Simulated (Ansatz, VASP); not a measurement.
## Ru16Cl (Ru(0001)) in two plane-wave programs

One calculation is typed for both programs; each brings its own data sets and cutoff. How far apart do they land? The structure shown is the end of the VASP relaxation below.

Main program and level: Ansatz 0.2.0; plane waves, with VASP 6.6.1 beside it; single point at PBE.

### Step 1. Set-up

The cell holds 17 atoms: 16 Ru and 1 Cl. Its edges and angles: a = 5.433 Å, b = 5.433 Å, c = 21.412 Å, α = 90.0°, β = 90.0°, γ = 60.0°. It derives from Ru. As first built, before any earlier steps moved the atoms: 1 Cl over fcc sites of a 2 x 2 cell of Ru(0001). Vacuum lies along c.

### Step 2. VASP: relaxation, PBE

This run makes the geometry at which the two programs are then compared.

Lines of VASP's logs that name or quote its potential files are left out, and so is its time.

INCAR

```
SYSTEM = Ru16Cl
PREC = Normal
ENCUT = 320
EDIFF = 1E-05
NELM = 120
ISMEAR = 1
SIGMA = 0.15
LREAL = Auto
ALGO = Fast
GGA = PE
NBANDS = 84
LASPH = .TRUE.
LORBIT = 11
LWAVE = .FALSE.
LCHARG = .FALSE.
KPAR = 4
NCORE = 2
IBRION = 2
NSW = 45
ISIF = 2
EDIFFG = -0.03
POTIM = 0.4
MAXMIX = 40
IDIPOL = 3
LDIPOL = .TRUE.
DIPOL = 0.5 0.5 0.512
```

POSCAR

```
Ru16Cl
1.0
    5.4331715854      0.0000000000      0.0000000000
    2.7165857927      4.7052646161      0.0000000000
    0.0000000000      0.0000000000     21.4117631522
Ru Cl
16 1
Selective dynamics
Direct
    0.8333333300      0.3333333300      0.3502747500  F F F
    0.3333333300      0.3333333300      0.3502747500  F F F
    0.8333333300      0.8333333300      0.3502747500  F F F
    0.3333333300      0.8333333300      0.3502747500  F F F
    0.0000000000      0.0000000000      0.4500915800  F F F
    0.5000000000      0.0000000000      0.4500915800  F F F
    0.0000000000      0.5000000000      0.4500915800  F F F
    0.5000000000      0.5000000000      0.4500915800  F F F
    0.8333333300      0.3333333300      0.5497010700  T T T
    0.3333333300      0.3333333300      0.5497010700  T T T
    0.8333333300      0.8333333300      0.5497010700  T T T
    0.3333333300      0.8333333300      0.5497010700  T T T
    0.0000000000      0.0000000000      0.6462621000  T T T
    0.5000000000      0.0000000000      0.6462621000  T T T
    0.0000000000      0.5000000000      0.6462621000  T T T
    0.5000000000      0.5000000000      0.6462621000  T T T
    0.1666666700      0.1666666700      0.7233225400  T T T
```

KPOINTS

```
Automatic mesh
0
Gamma
6 6 1
0 0 0
```

PAW data sets: Ru and Cl (PBE family, release 64).

Launch:

```console
$ mpirun -np 8 vasp_std
```

Numbers of over 12 decimals in the logs are rounded to 6 here.

Output:

```text
[banner, memory and clock lines left out]
running    8 mpi-ranks, on    1 nodes
 distrk:  each k-point on    2 cores,    4 groups
 distr:  one band on    2 cores,    1 groups

 POSCAR found type information on POSCAR RuCl
 POSCAR found :  2 types and      17 ions
 LDA part: xc-table for (Slater+PW92), standard interpolation
 POSCAR, INCAR and KPOINTS ok, starting setup
 FFT: planning ... GRIDC
 FFT: planning ... GRID_SOFT
 FFT: planning ... GRID
 WAVECAR not read
 entering main loop
       N       E                     dE             d eps       ncg     rms          rms(c)
DAV:   1     0.672259985893E+03    0.67226E+03   -0.46198E+04  1184   0.942E+02
DAV:   2    -0.891094459242E+02   -0.76137E+03   -0.71716E+03  1308   0.249E+02
DAV:   3    -0.150978427949E+03   -0.61869E+02   -0.58854E+02  1816   0.618E+01
DAV:   4    -0.154047747294E+03   -0.30693E+01   -0.29827E+01  1576   0.134E+01
DAV:   5    -0.154187340130E+03   -0.13959E+00   -0.13785E+00  1864   0.275E+00    0.465E+01
RMM:   6    -0.147413918291E+03    0.67734E+01   -0.29244E+01  1197   0.182E+01    0.209E+01
RMM:   7    -0.232402819674E+03   -0.84989E+02   -0.11082E+02  1531   0.245E+01    0.612E+01
RMM:   8    -0.200712572682E+03    0.31690E+02   -0.81277E+01  1437   0.193E+01    0.531E+01
RMM:   9    -0.143070221989E+03    0.57642E+02   -0.19348E+01  1207   0.114E+01    0.680E+00
RMM:  10    -0.143495074980E+03   -0.42485E+00   -0.10244E+01  1433   0.676E+00    0.545E+00
RMM:  11    -0.143322872686E+03    0.17220E+00   -0.20421E+00  1304   0.371E+00    0.360E+00
RMM:  12    -0.143298074282E+03    0.24798E-01   -0.66697E-01  1434   0.184E+00    0.287E+00
RMM:  13    -0.143247519708E+03    0.50555E-01   -0.23854E-01  1232   0.138E+00    0.175E+00
RMM:  14    -0.143239783995E+03    0.77357E-02   -0.97124E-02  1404   0.730E-01    0.113E+00
[...]
RMM:  23    -0.143231561443E+03   -0.79765E-04   -0.45296E-05   887   0.145E-02    0.190E-02
RMM:  24    -0.143231675418E+03   -0.11397E-03   -0.36412E-05   834   0.142E-02    0.765E-03
RMM:  25    -0.143231776982E+03   -0.10156E-03   -0.13601E-05   721   0.822E-03    0.678E-03
RMM:  26    -0.143231865585E+03   -0.88603E-04   -0.84157E-06   703   0.595E-03    0.728E-03
RMM:  27    -0.143231936651E+03   -0.71066E-04   -0.38836E-06   669   0.481E-03    0.309E-03
RMM:  28    -0.143231968664E+03   -0.32013E-04   -0.18772E-06   482   0.341E-03    0.168E-03
RMM:  29    -0.143231984339E+03   -0.15675E-04   -0.15031E-06   533   0.321E-03    0.876E-04
RMM:  30    -0.143231986150E+03   -0.18116E-05   -0.43131E-07   303   0.215E-03
   1 F= -.14323199E+03 E0= -.14322864E+03  d E =-.143232E+03
[... from here on, the cycles between the ionic steps are left out ...]
   2 F= -.14354109E+03 E0= -.14353751E+03  d E =-.309106E+00
   5 F= -.14361622E+03 E0= -.14361263E+03  d E =-.391331E-01
   6 F= -.14362525E+03 E0= -.14362119E+03  d E =-.481637E-01
   7 F= -.14363950E+03 E0= -.14363457E+03  d E =-.142482E-01
   8 F= -.14364314E+03 E0= -.14363753E+03  d E =-.178970E-01
   9 F= -.14364314E+03 E0= -.14363758E+03  d E =-.178977E-01
  10 F= -.14364561E+03 E0= -.14364034E+03  d E =-.246591E-02
  11 F= -.14364685E+03 E0= -.14364191E+03  d E =-.370177E-02
  12 F= -.14364777E+03 E0= -.14364265E+03  d E =-.928248E-03
  13 F= -.14364780E+03 E0= -.14364265E+03  d E =-.950442E-03
 curvature:  -1.45 expect dE=-0.381E-03 dE for cont linesearch -0.121E-05
 trial: gam= 0.40612 g(F)=  0.263E-03 g(S)=  0.000E+00 ort =-0.317E-04 (trialstep = 0.191E+01)
 search vector abs. value=  0.435E-03
 bond charge predicted
       N       E                     dE             d eps       ncg     rms          rms(c)
DAV:   1    -0.143647922376E+03   -0.12695E-03   -0.18835E-01  1184   0.117E+00    0.798E-02
RMM:   2    -0.143648034169E+03   -0.11179E-03   -0.25859E-03  1182   0.200E-01    0.892E-02
RMM:   3    -0.143648115827E+03   -0.81658E-04   -0.73090E-04  1440   0.888E-02    0.121E-01
RMM:   4    -0.143648064774E+03    0.51053E-04   -0.10687E-04  1208   0.315E-02    0.127E-01
RMM:   5    -0.143648038288E+03    0.26486E-04   -0.63411E-05  1005   0.213E-02    0.112E-01
RMM:   6    -0.143648056298E+03   -0.18010E-04   -0.31656E-05   793   0.138E-02    0.923E-02
RMM:   7    -0.143648059447E+03   -0.31495E-05   -0.13208E-05   694   0.961E-03
  14 F= -.14364806E+03 E0= -.14364279E+03  d E =-.262329E-03
 trial-energy change:   -0.000262  1 .order   -0.000292   -0.000477   -0.000107
 step:   2.4592(harm=  2.4592)  dis= 0.00674  next Energy=  -143.648104 (dE=-0.307E-03)
 reached required accuracy - stopping structural energy minimisation
```

Parts of OUTCAR (step 2):

```text
ion  position               nearest neighbor table
   1  0.833  0.333  0.350-   8 2.65   5 2.65   7 2.65   2 2.72   2 2.72   3 2.72   4 2.72   3 2.72
                             4 2.72
   2  0.333  0.333  0.350-   7 2.65   6 2.65   8 2.65   1 2.72   1 2.72   3 2.72   4 2.72   4 2.72
                             3 2.72
   3  0.833  0.833  0.350-   6 2.65   7 2.65   5 2.65   4 2.72   4 2.72   1 2.72   2 2.72   2 2.72
                             1 2.72
   4  0.333  0.833  0.350-   5 2.65   8 2.65   6 2.65   3 2.72   3 2.72   1 2.72   2 2.72   1 2.72
                             2 2.72
   5  0.000  0.000  0.450-  12 2.65   9 2.65  11 2.65   4 2.65   1 2.65   3 2.65   6 2.72   6 2.72
                             7 2.72   8 2.72   7 2.72   8 2.72
   6  0.500  0.000  0.450-  11 2.65  10 2.65  12 2.65   3 2.65   2 2.65   4 2.65   5 2.72   5 2.72
                             7 2.72   8 2.72   8 2.72   7 2.72
   7  0.000  0.500  0.450-  10 2.65  11 2.65   9 2.65   2 2.65   3 2.65   1 2.65   8 2.72   8 2.72
                             5 2.72   6 2.72   6 2.72   5 2.72
   8  0.500  0.500  0.450-   9 2.65  12 2.65  10 2.65   1 2.65   4 2.65   2 2.65   7 2.72   7 2.72
                             5 2.72   6 2.72   5 2.72   6 2.72
   9  0.833  0.333  0.550-  16 2.60  13 2.60  15 2.60   8 2.65   5 2.65   7 2.65  10 2.72  10 2.72
                            11 2.72  12 2.72  11 2.72  12 2.72
  10  0.333  0.333  0.550-  15 2.60  14 2.60  16 2.60   7 2.65   6 2.65   8 2.65   9 2.72   9 2.72
                            11 2.72  12 2.72  12 2.72  11 2.72
  11  0.833  0.833  0.550-  14 2.60  15 2.60  13 2.60   6 2.65   7 2.65   5 2.65  12 2.72  12 2.72
                             9 2.72  10 2.72  10 2.72   9 2.72
  12  0.333  0.833  0.550-  13 2.60  16 2.60  14 2.60   5 2.65   8 2.65   6 2.65  11 2.72  11 2.72
                             9 2.72  10 2.72   9 2.72  10 2.72
  13  0.000  0.000  0.646-  17 2.28  12 2.60   9 2.60  11 2.60  14 2.72  14 2.72  15 2.72  16 2.72
                            15 2.72  16 2.72
  14  0.500  0.000  0.646-  17 2.28  11 2.60  10 2.60  12 2.60  13 2.72  13 2.72  15 2.72  16 2.72
                            16 2.72  15 2.72
  15  0.000  0.500  0.646-  17 2.28  10 2.60  11 2.60   9 2.60  16 2.72  16 2.72  13 2.72  14 2.72
                            14 2.72  13 2.72
  16  0.500  0.500  0.646-   9 2.60  12 2.60  10 2.60  15 2.72  15 2.72  13 2.72  14 2.72  13 2.72
                            14 2.72
  17  0.167  0.167  0.723-  14 2.28  15 2.28  13 2.28

  LATTYP: Found a hexagonal cell.
 ALAT       =     5.4331715854
 C/A-ratio  =     3.9409326239

 Subroutine GETGRP returns: Found  6 space group operations
 (whereof  2 operations were pure point group operations)

The static configuration has the point symmetry C_1h.
 The point group associated with its full space group is C_3v.

 Found      7 irreducible k-points:

   k-points           NKPTS =      7   k-points in BZ     NKDIM =      7   number of bands    NBANDS=     84

   dimension x,y,z NGX =    24 NGY =   24 NGZ =   96
   dimension x,y,z NGXF=    48 NGYF=   48 NGZF=  192

   ENCUT  =  320.0 eV  23.52 Ry    4.85 a.u.   7.92  7.92 31.23*2*pi/ulx,y,z

   NELECT =     135.0000    total number of electrons

 k-points in reciprocal lattice and weights: Automatic mesh
   0.00000000  0.00000000  0.00000000       0.028
   0.16666667  0.00000000  0.00000000       0.167
   0.33333333  0.00000000  0.00000000       0.167
   0.50000000 -0.00000000  0.00000000       0.083
   0.33333333  0.16666667  0.00000000       0.167
   0.50000000  0.16666667  0.00000000       0.333
  -0.33333333  0.33333333  0.00000000       0.056

 dipolmoment           0.000000      0.000000     -0.031191 electrons x Angstroem

 average (electrostatic) potential at core
       1 -65.7917       2 -65.7917       3 -65.7934       4 -65.7917       5 -66.3004
       6 -66.3004       7 -66.3004       8 -66.2928       9 -66.3827      10 -66.3827
      11 -66.2429      12 -66.3827      13 -66.0405      14 -66.0405      15 -66.0405
      16 -65.8423      17 -94.6571

 E-fermi :   2.4475

 k-point     1 :       0.0000    0.0000    0.0000
  band No.  band energies     occupation
    ...
     53       1.4670      2.00000
     54       1.4670      2.00000
     55       1.5412      2.00000
     56       1.5412      2.00000
     57       1.5790      2.00000
     58       2.5099      0.35934
     59       2.5099      0.35934
     60       2.5169      0.30227
     61       2.5693      0.01407
     62       2.5693      0.01407
    ...

 k-point     2 :       0.1667    0.0000    0.0000
  band No.  band energies     occupation
    ...
     60       2.2235      2.05590
     61       2.3057      2.03697
     62       2.4383      1.10366
     63       2.4714      0.73469
     64       2.4884      0.55713
     65       2.5161      0.30911
     66       2.6506     -0.06663
     67       2.9267     -0.00006
     68       2.9718     -0.00001
     69       3.1651     -0.00000
    ...

 k-point     3 :       0.3333    0.0000    0.0000
  band No.  band energies     occupation
    ...
     64       2.0339      2.00068
     65       2.0807      2.00294
     66       2.1094      2.00646
     67       2.1725      2.02633
     68       2.4047      1.46184
     69       2.5878     -0.03410
     70       2.6624     -0.06106
     71       2.8166     -0.00276
     72       2.8424     -0.00126
     73       2.8447     -0.00117
    ...

  Total      -11.6658650    -11.6658650     -5.8067628      0.0000000      0.0000000      0.0000000
  in kB      -34.1458260    -34.1458260    -16.9963146      0.0000000      0.0000000      0.0000000
  external PRESSURE =     -28.4293222 kB  Pullay stress =       0.0000000 kB

  energy-cutoff  :      320.00
  volume of cell :      547.38
      direct lattice vectors                 reciprocal lattice vectors
     5.433171585  0.000000000  0.000000000     0.184054559 -0.106263949  0.000000000
     2.716585793  4.705264616  0.000000000     0.000000000  0.212527898  0.000000000
     0.000000000  0.000000000 21.411763152     0.000000000  0.000000000  0.046703300

 POSITION                                       TOTAL-FORCE (eV/Angst)
 -----------------------------------------------------------------------------------
      5.43317      1.56842      7.50000         0.021323     -0.012311      0.607944
      2.71659      1.56842      7.50000        -0.021323     -0.012311      0.607944
      6.79146      3.92105      7.50000         0.000000      0.000000      0.632797
      4.07488      3.92105      7.50000         0.000000      0.024622      0.607944
      0.00000      0.00000      9.63725        -0.070448     -0.040673     -0.668497
      2.71659      0.00000      9.63725         0.070448     -0.040673     -0.668497
      1.35829      2.35263      9.63725        -0.000000      0.081346     -0.668497
      4.07488      2.35263      9.63725        -0.000000      0.000000     -0.473705
      5.42984      1.57035     11.76862         0.002015     -0.001163     -0.016731
      2.71992      1.57035     11.76862        -0.002015     -0.001163     -0.016731
      6.79146      3.92105     11.79142         0.000000      0.000000      0.019482
      4.07488      3.91721     11.76862        -0.000000      0.002327     -0.016731
      0.01584      0.00915     13.83602        -0.000580     -0.000335      0.001687
      2.70074      0.00915     13.83602         0.000580     -0.000335      0.001687
      1.35829      2.33434     13.83602         0.000000      0.000670      0.001687
      4.07488      2.35263     13.81734        -0.000000      0.000000      0.020047
      1.35829      0.78421     15.78208         0.000000      0.000000      0.028171
 -----------------------------------------------------------------------------------
    total drift:                                0.000032      0.000019      0.007080

  FREE ENERGIE OF THE ION-ELECTRON SYSTEM (eV)
  ---------------------------------------------------
  free  energy   TOTEN  =      -143.6480594474 eV

  energy  without entropy=     -143.6322462394  energy(sigma->0) =     -143.64278838

 reached required accuracy - stopping structural energy minimisation

 vacuum level on the upper side and lower side of the slab         7.046         7.287

 total charge
# of ion       s       p       d       tot
------------------------------------------
    1        0.594   0.579   6.515   7.687
    2        0.594   0.579   6.515   7.687
    3        0.591   0.580   6.515   7.687
    4        0.594   0.579   6.515   7.687
    5        0.629   0.807   6.561   7.997
    6        0.629   0.807   6.561   7.997
    7        0.629   0.807   6.561   7.997
    8        0.630   0.811   6.566   8.007
    9        0.642   0.845   6.591   8.078
   10        0.642   0.845   6.591   8.078
   11        0.643   0.844   6.608   8.095
   12        0.642   0.845   6.591   8.078
   13        0.590   0.675   6.592   7.858
   14        0.590   0.675   6.592   7.858
   15        0.590   0.675   6.592   7.858
   16        0.605   0.588   6.602   7.796
   17        1.603   3.440   0.000   5.043
--------------------------------------------------
tot         11.438  14.982 105.069 131.489

[... 3 further parts left out ...]
```

This run has no spin polarisation, although Ru can carry a moment. Its electron count is odd, so without a moment it is a metal by construction. The run keeps the 6 symmetry operations of its start, so it cannot find a distortion of lower symmetry.

(Part 1 of 2 ends here.)

[Lines on the potential files, build, host, timing and source positions are cut from VASP's logs without a mark.]

[Logs are printed without paths, hosts, clocks, repeated set-up lines and the standing remarks that a program may print on its own settings, such as how far it seeks lower states.]

[Hosts, paths, dates, database ids (printed as entryN), source tags and the programs' standing remarks are cut or masked in the printed files.]
